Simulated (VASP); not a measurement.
An input for Quantum ESPRESSO's pw.x (written as the equivalent of a VASP run, and not itself run):

```
&CONTROL
  calculation = 'vc-relax'
  pseudo_dir = './pseudo'
  outdir = './out'
  tprnfor = .true.
  tstress = .true.
  nstep = 30
  forc_conv_thr = 0.00039
/
&SYSTEM
  ibrav = 0
  nat = 6
  ntyp = 2
  ecutwfc = 84
  occupations = 'smearing'
  smearing = 'gaussian'
  degauss = 0.003675
  input_dft = 'pbe'
  vdw_corr = 'grimme-d3'
  dftd3_version = 3
  dftd3_threebody = .false.
/
&ELECTRONS
  conv_thr = 7.3e-09
  electron_maxstep = 100
/
&IONS
/
&CELL
  cell_dofree = 'shape'
/
ATOMIC_SPECIES
  Ti 47.867 Ti.upf
  O 15.999 O.upf
CELL_PARAMETERS angstrom
     4.7184359    0.0000000    0.0000000
     0.0000000    4.7184359    0.0000000
     0.0000000    0.0000000    3.0184983
ATOMIC_POSITIONS crystal
  Ti   0.0000000  0.0000000  0.0000000
  Ti   0.5000000  0.5000000  0.5000000
  O    0.3045069  0.3045069  1.0000000
  O    0.8045069  0.1954931  0.5000000
  O    0.1954931  0.8045069  0.5000000
  O    0.6954931  0.6954931  0.0000000
K_POINTS automatic
  5 5 8 0 0 0
```

Write the VASP files for the same calculation (PBE-D3 (zero damping)).

Several could match; the one computed here: 
**POSCAR**
```
TiO2
1.0
  4.7184358979   0.0000000000   0.0000000000
  0.0000000000   4.7184358979   0.0000000000
  0.0000000000   0.0000000000   3.0184983071
Ti O
2 4
Cart
  0.0000000000   0.0000000000   0.0000000000
  2.3592179490   2.3592179490   1.5092491536
  1.4367963731   1.4367963731   3.0184983071
  3.7960143220   0.9224215759   1.5092491536
  0.9224215759   3.7960143220   1.5092491536
  3.2816395248   3.2816395248   0.0000000000
```

### KPOINTS
```
K-points
0
Gamma
5 5 8
0 0 0
```

INCAR:
```
SYSTEM=TiO2
PREC=Accurate; ENCUT=520; LREAL=.False.
LASPH=.True.
EDIFF=1E-7; NELM=100; ALGO=Normal
LMAXMIX=4
ISMEAR=0; SIGMA=0.05
GGA=PE; IVDW=11
IBRION=2; NSW=30; ISIF=4
EDIFFG=-0.01
LWAVE=.False.; LCHARG=.False.
```

POTCAR, in this order: Ti_sv O (PBE.64 set). Program: vasp_std.

What does not carry over: the potentials are each code's own (VASP's PAW set, PseudoDojo norm-conserving files in pw.x), so ENCUT and ecutwfc are chosen apart and not converted; conv_thr bounds pw.x's estimated SCF error, while EDIFF bounds the energy change between steps; forc_conv_thr acts on force components and is met together with etot_conv_thr.

The compound is TiO2 in the rutile structure. This cell is one point of a volume scan, at 1.06 of the reference volume. Symmetry was kept, so distortions that lower it aren't found.
